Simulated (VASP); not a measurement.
Data:

```xyz
6
Lattice="4.5125 0.0000 0.0000 0.0000 4.5125 0.0000 0.0000 0.0000 3.1886" Properties=species:S:1:pos:R:3 pbc="T T T"
Ir     0.0000     0.0000     0.0000
Ir     2.2563     2.2563     1.5943
O      1.3931     1.3931     0.0000
O      3.6493     0.8632     1.5943
O      0.8632     3.6493     1.5943
O      3.1194     3.1194     0.0000
```

Method: rev-vdW-DF2, VASP's PBE PAW potentials (set 64) (plane waves; VASP). Numerical set-up: 520 eV cut-off, 8×8×11 Γ-centred mesh, tetrahedra with Blöchl corrections, potentials Ir O.

The cores are frozen, which limits the accuracy of field gradients.

Give the principal components of the electric field gradient (V/Å²) and the asymmetry η at each nucleus.

| atom | Vxx | Vyy | Vzz | η |
|---|---|---|---|---|
| Ir1 | -180.6 | -23.0 | 203.6 | 0.77 |
| Ir2 | -180.6 | -23.0 | 203.6 | 0.77 |
| O3 | 55.4 | 41.5 | -96.9 | 0.14 |
| O4 | 55.4 | 41.5 | -96.9 | 0.14 |
| O5 | 55.4 | 41.5 | -96.9 | 0.14 |
| O6 | 55.4 | 41.5 | -96.9 | 0.14 |

The compound is IrO2 in the rutile structure. It was relaxed first.
